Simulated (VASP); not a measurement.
Output of a VASP run:

### OSZICAR
```
...
DAV:  10     0.103834727286E+02   -0.76866E-04    0.72940E-04  1328   0.357E-02    0.644E-02
DAV:  11     0.103828520873E+02   -0.62064E-03   -0.62411E-03   996   0.205E-02    0.326E-02
DAV:  12     0.103826159143E+02   -0.23617E-03   -0.23677E-03   840   0.217E-02    0.321E-02
DAV:  13     0.103826051776E+02   -0.10737E-04   -0.48047E-05  1350   0.569E-02    0.478E-02
DAV:  14     0.103825541693E+02   -0.51008E-04   -0.90484E-05  1434   0.924E-02    0.154E-01
DAV:  15     0.103825792986E+02    0.25129E-04   -0.30117E-05  1378   0.841E-02    0.173E-01
DAV:  16     0.103826153100E+02    0.36011E-04   -0.59572E-05  1402   0.671E-02    0.987E-02
DAV:  17     0.103826224332E+02    0.71231E-05   -0.26819E-05  1442   0.354E-02    0.279E-02
DAV:  18     0.103826223708E+02   -0.62333E-07   -0.20870E-06   936   0.827E-03
   2 F= 0.36617759E+02 E0= 0.36618634E+02  d E =0.718603E+01
       N       E                     dE             d eps       ncg     rms          rms(c)
DAV:   1    -0.305575620612E+02   -0.40940E+02   -0.66615E+02  1338   0.497E+02    0.272E+01
DAV:   2    -0.139794431128E+02    0.16578E+02   -0.54608E+01  1346   0.808E+01    0.142E+01
DAV:   3    -0.768421297753E+01    0.62952E+01   -0.15867E+01  1408   0.400E+01    0.671E+00
DAV:   4    -0.742278474306E+01    0.26143E+00   -0.13578E+00  1624   0.782E+00    0.979E+00
DAV:   5    -0.736618342100E+01    0.56601E-01   -0.32112E-02  1400   0.143E+00    0.612E+00
DAV:   6    -0.733568795084E+01    0.30495E-01   -0.50397E-02  1310   0.300E+00    0.463E-01
DAV:   7    -0.733568158035E+01    0.63705E-05   -0.21191E-03  1566   0.509E-01    0.125E-01
DAV:   8    -0.733571775744E+01   -0.36177E-04   -0.18126E-04  1394   0.165E-01    0.354E-02
DAV:   9    -0.733572047808E+01   -0.27206E-05   -0.16650E-05  1208   0.268E-02    0.403E-02
DAV:  10    -0.733571742420E+01    0.30539E-05   -0.31729E-06   984   0.233E-02    0.204E-02
DAV:  11    -0.733571787577E+01   -0.45157E-06    0.10133E-06   616   0.858E-03
   3 F= 0.28820187E+02 E0= 0.28819863E+02  d E =-.611545E+00
       N       E                     dE             d eps       ncg     rms          rms(c)
DAV:   1    -0.700268398629E+01    0.33303E+00   -0.63597E-01  1428   0.103E+01    0.108E+00
DAV:   2    -0.698076037978E+01    0.21924E-01   -0.42036E-02  1410   0.314E+00    0.443E-01
DAV:   3    -0.697448165349E+01    0.62787E-02   -0.13893E-02  1420   0.151E+00    0.152E-01
DAV:   4    -0.697414505831E+01    0.33660E-03   -0.12343E-03  1500   0.258E-01    0.179E-01
DAV:   5    -0.697407227091E+01    0.72787E-04   -0.90489E-05  1558   0.801E-02    0.371E-02
DAV:   6    -0.697407320519E+01   -0.93428E-06   -0.10669E-05  1160   0.298E-02    0.861E-03
DAV:   7    -0.697407291833E+01    0.28687E-06   -0.26292E-07   576   0.841E-03
   4 F= 0.28808356E+02 E0= 0.28808001E+02  d E =-.623376E+00
       N       E                     dE             d eps       ncg     rms          rms(c)
DAV:   1    -0.688483965476E+01    0.89234E-01   -0.38762E-02  1428   0.262E+00    0.266E-01
DAV:   2    -0.688351061332E+01    0.13290E-02   -0.25395E-03  1410   0.799E-01    0.109E-01
DAV:   3    -0.688313087135E+01    0.37974E-03   -0.84147E-04  1414   0.394E-01    0.375E-02
DAV:   4    -0.688311313234E+01    0.17739E-04   -0.81048E-05  1436   0.658E-02    0.448E-02
DAV:   5    -0.688311128675E+01    0.18456E-05   -0.56727E-06  1392   0.201E-02    0.947E-03
DAV:   6    -0.688311165389E+01   -0.36713E-06   -0.59806E-07   548   0.809E-03
   5 F= 0.28807852E+02 E0= 0.28807487E+02  d E =-.623881E+00
```

OUTCAR:
```
------------------------ aborting loop because EDIFF is reached ----------------------------------------
  FORCE on cell =-STRESS in cart. coord.  units (eV):
  Direction    XX          YY          ZZ          XY          YZ          ZX
  --------------------------------------------------------------------------------------
  Total       35.6826294     35.6826294     35.6826294      0.0000000     -0.0000000      0.0000000
  in kB      449.8949208    449.8949208    449.8949208      0.0000000     -0.0000000      0.0000000
  external PRESSURE =      -0.1050792 kB  Pullay stress =     450.0000000 kB
  volume of cell :      127.07
      direct lattice vectors                 reciprocal lattice vectors
     5.027500401  0.000000000  0.000000000     0.198906001  0.000000000 -0.000000000
    -0.000000000  5.027500401 -0.000000000    -0.000000000  0.198906001  0.000000000
     0.000000000 -0.000000000  5.027500401    -0.000000000  0.000000000  0.198906001
 POSITION                                       TOTAL-FORCE (eV/Angst)
 -----------------------------------------------------------------------------------
      0.00000      0.00000      0.00000         0.000000      0.000000      0.000000
      2.51375      2.51375      2.51375        -0.000000      0.000000      0.000000
      2.51375     -0.00000      2.51375         0.000000     -0.000000      0.000000
      0.00000      2.51375      2.51375         0.000000     -0.000000      0.000000
      2.51375      2.51375     -0.00000         0.000000     -0.000000      0.000000
 -----------------------------------------------------------------------------------
    total drift:                                0.000000      0.000000     -0.000000
  FREE ENERGIE OF THE ION-ELECTRON SYSTEM (eV)
  ---------------------------------------------------
  free  energy   TOTEN  =        -6.8831116539 eV

  energy  without entropy=       -6.8842073386  energy(sigma->0) =       -6.88347688
  enthalpy is  TOTEN    =        28.8078519265 eV   P V=       35.6909635804

 reached required accuracy - stopping structural energy minimisation
```
(Selected blocks of OUTCAR.)

POSCAR:
```
CsSnI3
1
    5.1875973656     0.0000000000     0.0000000000
    0.0000000000     5.1875973656     0.0000000000
    0.0000000000     0.0000000000     5.1875973656
Cs Sn I
1 1 3
Direct
  0.0000000000   0.0000000000   0.0000000000
  0.5000000000   0.5000000000   0.5000000000
  0.5000000000   0.0000000000   0.5000000000
  0.0000000000   0.5000000000   0.5000000000
  0.5000000000   0.5000000000   0.0000000000
```

Q: Write an INCAR and KPOINTS that could have produced this output.

A: One answer among several that fit: the input of the run itself, PBEsol GGA, plane waves, VASP's PBE PAW potentials (set 64).

KPOINTS:
```
Automatic mesh
0
Gamma
6 6 6
0 0 0
```

**INCAR**
```
LWAVE  =  .False.
IBRION  =  2   ! conjugate gradients
EDIFFG  =  -0.02   ! ionic stop
NELM  =  100   ! most electronic steps
ISMEAR  =  1
ALGO  =  Normal
LASPH  =  .True.   ! aspherical one-centre terms
LREAL  =  .False.
SYSTEM  =  CsSnI3
EDIFF  =  1E-6
ISIF  =  3   ! ions, shape and volume
LCHARG  =  .False.
PSTRESS  =  450   ! kbar
PREC  =  Accurate
ENCUT  =  500   ! plane-wave cut-off (eV)
GGA  =  PS
LMAXMIX  =  4   ! l cut-off of mixed one-centre charges
SIGMA  =  0.1   ! width (eV)
NSW  =  40   ! most ionic steps
```

POTCAR, in this order: Cs_sv Sn_d I (PBE.64 set). Program: vasp_std.

Energy and stress use the plane-wave basis of the starting cell.

The compound is CsSnI3 in the cubic perovskite structure, the ideal cubic form; the compound distorts at low or room temperature. This run relaxes it under an external pressure of 45 GPa. Symmetry was kept, so distortions that lower it aren't found. VASP warned that the highest band is occupied, so more bands are needed.
